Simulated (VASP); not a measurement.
All values below come from PBE GGA, VASP's PBE PAW potentials (set 64) (plane waves; VASP).

VASP input:

POSCAR:
```
BN
1
   -0.0000000000     1.8127176363     1.8127176363
    1.8127176363     0.0000000000     1.8127176363
    1.8127176363     1.8127176363     0.0000000000
B N
1 1
Direct
  0.0000000000   0.0000000000   0.0000000000
  0.2500000000   0.2500000000   0.2500000000
```

KPOINTS:
```
Regular mesh
0
Gamma
16 16 16
```

### INCAR
```
SYSTEM=BN
PREC=Accurate; ENCUT=520; LREAL=.FALSE.
LASPH=.TRUE.; NBANDS=24
EDIFF=1E-7; NELM=100; ALGO=Normal
ISMEAR=0; SIGMA=0.01
GGA=PE
LWAVE=.FALSE.; LCHARG=.FALSE.; NEDOS=1001
LOPTICS=.TRUE.; CSHIFT=0.1
```

POTCAR, in this order: B N (PBE.64 set). Program: vasp_std.

Output of the run:

**OSZICAR**
```
       N       E                     dE             d eps       ncg     rms          rms(c)
DAV:   1     0.243707527462E+02    0.24371E+02   -0.41030E+03  7128   0.330E+02
DAV:   2    -0.177070095750E+02   -0.42078E+02   -0.40486E+02  8800   0.113E+02
DAV:   3    -0.184024813357E+02   -0.69547E+00   -0.69389E+00  8488   0.123E+01
DAV:   4    -0.184028099355E+02   -0.32860E-03   -0.32860E-03  8080   0.294E-01
DAV:   5    -0.184028100333E+02   -0.97779E-07   -0.97846E-07  8520   0.512E-03    0.666E+00
DAV:   6    -0.175350764840E+02    0.86773E+00   -0.23821E+00  8264   0.453E+00    0.324E+00
DAV:   7    -0.174647340461E+02    0.70342E-01   -0.63644E-02  8432   0.117E+00    0.191E+00
DAV:   8    -0.174507096674E+02    0.14024E-01   -0.20558E-02  8416   0.629E-01    0.188E-01
DAV:   9    -0.174509275716E+02   -0.21790E-03   -0.66500E-04  7904   0.121E-01    0.836E-02
DAV:  10    -0.174510103944E+02   -0.82823E-04   -0.92534E-05  8456   0.436E-02    0.177E-02
DAV:  11    -0.174510131071E+02   -0.27126E-05   -0.22620E-06  8280   0.748E-03    0.601E-03
DAV:  12    -0.174510133832E+02   -0.27610E-06   -0.27618E-07  8400   0.218E-03    0.458E-04
DAV:  13    -0.174510134049E+02   -0.21733E-07   -0.13850E-08  5488   0.629E-04
   1 F= -.17451013E+02 E0= -.17451013E+02  d E =-.155768E-19
 imaginary and real dielectric function
```

File OUTCAR:
```
------------------------ aborting loop because EDIFF is reached ----------------------------------------
  FORCE on cell =-STRESS in cart. coord.  units (eV):
  Direction    XX          YY          ZZ          XY          YZ          ZX
  --------------------------------------------------------------------------------------
  Total        0.0002995      0.0002995      0.0002995     -0.0000000      0.0000000     -0.0000000
  in kB        0.0402755      0.0402755      0.0402755     -0.0000000      0.0000000     -0.0000000
  external PRESSURE =       0.0402755 kB  Pullay stress =       0.0000000 kB
  volume of cell :       11.91
      direct lattice vectors                 reciprocal lattice vectors
     0.000000000  1.812717636  1.812717636    -0.275828949  0.275828949  0.275828949
     1.812717636  0.000000000  1.812717636     0.275828949 -0.275828949  0.275828949
     1.812717636  1.812717636  0.000000000     0.275828949  0.275828949 -0.275828949
  FREE ENERGIE OF THE ION-ELECTRON SYSTEM (eV)
  ---------------------------------------------------
  free  energy   TOTEN  =       -17.4510134049 eV

  energy  without entropy=      -17.4510134049  energy(sigma->0) =      -17.45101340

 plasma frequency squared (from intraband transitions) (eV^2)
  --------------------------------------------------------------------------------------
       0.000       0.000      -0.000
       0.000       0.000       0.000
      -0.000       0.000       0.000

 plasma frequency squared (from interband transitions, int dw w eps(2)(w)) (eV^2)
  --------------------------------------------------------------------------------------
     837.378       0.000       0.000      -0.000       0.000       0.000
       0.000       0.000     837.378       0.000      -0.000      -0.000
       0.000      -0.000      -0.000       0.000     837.378       0.000
```
(Selected blocks of OUTCAR.)

The compound is BN in the zinc blende structure. It was relaxed first.
